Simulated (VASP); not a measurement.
**Cs: energy against volume**

Cs (bcc, Im-3m, 108.213 Å³/atom and stress up to 0.01 GPa in the relaxed cell, cube axes along x, y and z) under an equal strain ε along all three axes. PBEsol in VASP (plane waves, PAW), 480 eV, 10×10×10 Γ-centred mesh, Methfessel-Paxton smearing 0.10 eV.

Here V stands for volume and E for E less E0.

```csv
volume (Å³/atom),E less E0 (meV/atom),pressure (GPa)
101.8494,2.89,0.14
103.4162,1.68,0.10
104.9991,0.81,0.07
106.5981,0.25,0.03
108.2132,0.00,0.00
109.8445,0.05,-0.03
111.4921,0.39,-0.05
113.1562,1.02,-0.08
114.8367,1.92,-0.11
118.2474,?,?
```

The 9 complete rows are fitted with the third-order Birch-Murnaghan form, a cubic in V^(-2/3), E against V. With u = V^(-2/3) - 0.0441, the rows have u = 0.0017523, 0.0012880, 0.0008307, 0.0003802, -0.0000635, -0.0005005, -0.0009311, -0.0013554, -0.0017735. Least squares gives E = 0.017 + 320.3·u + 769008·u² - 9468440·u³. Residuals (row less fit): 0.001, -0.005, 0.002, 0.001, 0.000, -0.001, -0.003, 0.001, -0.001; standard error 0.003 (degrees of freedom: 5). Its minimum lies at u = -0.0002075, so V0 = (0.0438925)^(-3/2) = 108.7. There d²E/du² = 1550000 and d³E/du³ = -5.681e7, so B0 = (4/9) × 108.7^(-7/3) × 1550000 × 0.160218 = 1.96 GPa (the last factor turns the table's units into GPa), and B0' = 4 + (2/3) × 0.0438925 × (-5.681e7)/1550000 = 2.9. B0' rests on the cubic coefficient alone and has a standard error of 0.1 from these residuals.

Task: Estimate the missing E (V = 118.2474); what did the run itself give?

Result: u = -0.0025913, so E = 0.017 + 320.3 × (-0.0025913) + 769008 × (-0.0025913)² - 9468440 × (-0.0025913)³ = 4.516 meV/atom. The calculation gives 4.52 meV/atom, which the fit meets to the printed digits. The row lies outside the fitted rows, so this is an extrapolation. The scatter of the fitted rows lies at the last printed digit.

In a metal these values are sensitive to mesh and smearing; energies are taken to zero smearing, stresses follow the free energy. Other structures, which can take over under pressure, weren't tried. The same form fitted to the pressure column gives B0' = 3.0; series where the two differ by over 0.4 aren't shown. Rows are the converged runs of the series near zero and its far end, less any whose ions stayed unrelaxed beside relaxed ones; series whose fitted rows scatter by over a few per cent of the range, as at a crossing or softening among them, aren't shown in this form.
